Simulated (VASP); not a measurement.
```xyz
4
Lattice="3.4794 0.0000 0.0000 0.0000 3.4794 0.0000 0.0000 0.0000 3.4794" Properties=species:S:1:pos:R:3 pbc="T T T"
Al     0.0000     0.0000     0.0000
Ni     0.0000     1.7397     1.7397
Ni     1.7397     0.0000     1.7397
Ni     1.7397     1.7397     0.0000
```
Starting moments (μB, in the order of the record's atoms Al Ni Ni Ni): 0.0 0.2 0.2 0.2.

The numbers are results of LDA (Ceperley-Alder, Perdew-Zunger), VASP's LDA PAW potentials (set 64) (plane waves; VASP), not measurements. Numerical set-up: 500 eV cut-off, 9×9×9 Γ-centred mesh, first-order Methfessel-Paxton smearing of 0.10 eV, potentials Al Ni.

Energy and stress use the plane-wave basis of the starting cell.

The ions, cell shape and volume at an external pressure of 5.0 GPa are relaxed. Give the cell that the relaxation ends in.

```xyz
4
Lattice="3.4556 0.0000 0.0000 0.0000 3.4556 0.0000 0.0000 0.0000 3.4556" Properties=species:S:1:pos:R:3 pbc="T T T"
Al     0.0000     0.0000     0.0000
Ni     0.0000     1.7278     1.7278
Ni     1.7278     0.0000     1.7278
Ni     1.7278     1.7278     0.0000
```
Space group Pm-3m (221), at a tolerance of 0.03 Å. The cell ends with 0.00 μB, on the sites 0.00 0.00 0.00 0.00 μB.

How do energy and volume change from the first to the last step?

The energy (σ→0) changes by +3.5 meV/atom and the volume by -2.0 %, in 3 ionic steps.

The compound is Ni3Al in the L1_2 structure. This run relaxes it under an external pressure of 5 GPa. Symmetry was kept, so distortions that lower it aren't found.
